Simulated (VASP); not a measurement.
Ti:

```
Ti
1.0
     2.95000    0.00000    0.00000
    -1.47500    2.55477    0.00000
     0.00000    0.00000    4.68000
Ti
2
Direct
  0.33333 0.66667 0.25000
  0.66667 0.33333 0.75000
```

| Property | Result |
| --- | --- |
| Program | VASP 6.6.1 |
| Task | relaxation of cell and atoms |
| Functional | PBE |
| Potentials or basis | VASP PAW PBE potentials, release 64 (Ti_sv) |
| Cutoff | 520 eV |
| k mesh | 3 × 3 × 2 |
| Occupations | gaussian, width 0.1 eV |
| Spin | no spin polarisation |

At the start: pressure -2.7 GPa; volume 17.64 Å³/atom.

**Question.** Where does the relaxation end?

**Answer.** Over 4 steps the energy falls by 5.8 meV/atom and the volume is 17.22 Å³/atom (-2.4 %); space group P6_3/mmc (No. 194, to 0.05 Å).

The path:
```
step  energy change (eV)  largest force (eV/Å)  pressure (GPa)  volume (Å³)
   1              0.0000                0.0000           -2.74        35.27
   2             -0.0062                0.0000            2.40        33.75
   3             -0.0112                0.0000            0.25        34.35
   4             -0.0115                0.0000            0.00        34.44
```

Final structure:
```cif
data_structure
_symmetry_space_group_name_H-M 'P 1'
_symmetry_Int_Tables_number 1
_cell_length_a 2.9426
_cell_length_b 2.9426
_cell_length_c 4.5931
_cell_angle_alpha 90.000
_cell_angle_beta 90.000
_cell_angle_gamma 120.000
_cell_volume 34.44
loop_
_atom_site_label
_atom_site_type_symbol
_atom_site_fract_x
_atom_site_fract_y
_atom_site_fract_z
_atom_site_occupancy
Ti1 Ti 0.33333 0.66667 0.25000 1
Ti2 Ti 0.66667 0.33333 0.75000 1
```

Caveat: the k mesh is coarse (spacing up to 0.82 Å⁻¹), so the values aren't converged.
